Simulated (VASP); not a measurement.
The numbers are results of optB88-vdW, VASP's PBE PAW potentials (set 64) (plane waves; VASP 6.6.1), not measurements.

VASP input:

File KPOINTS:
```
Automatic mesh
0
Gamma
11 11 11
0 0 0
```

### INCAR
```
SYSTEM = Cr
PREC = Accurate
ENCUT = 520
EDIFF = 1E-6
NELM = 100
ALGO = Normal
LREAL = .FALSE.
LASPH = .TRUE.
ISMEAR = 1
SIGMA = 0.1
GGA = BO
PARAM1 = 0.1833333333
PARAM2 = 0.22
LUSE_VDW = .TRUE.
AGGAC = 0.0
LMAXMIX = 4
ISPIN = 2
MAGMOM = 1.5 -1.5
LORBIT = 10
LWAVE = .FALSE.
LCHARG = .FALSE.
IBRION = 2
ISIF = 3
NSW = 60
EDIFFG = -0.01
```

File POSCAR:
```
Cr
1
    2.8800000000     0.0000000000     0.0000000000
    0.0000000000     2.8800000000     0.0000000000
    0.0000000000     0.0000000000     2.8800000000
Cr
2
Direct
  0.0000000000   0.0000000000   0.0000000000
  0.5000000000   0.5000000000   0.5000000000
```

POTCAR, in this order: Cr_pv (PBE.64 set). Program: vasp_std.

Problem. What will the output report for the number of irreducible k-points (NKPTS), largest plane-wave count, number of space-group operations, FFT grid (NGX, NGY, NGZ)?

Solution. 
- number of irreducible k-points (NKPTS): 56
- largest plane-wave count: 659
- number of space-group operations: 48
- FFT grid (NGX, NGY, NGZ): 24 × 24 × 24

The compound is Cr in the bcc, AFM order structure. This run relaxes it. Symmetry was kept, so distortions that lower it aren't found.
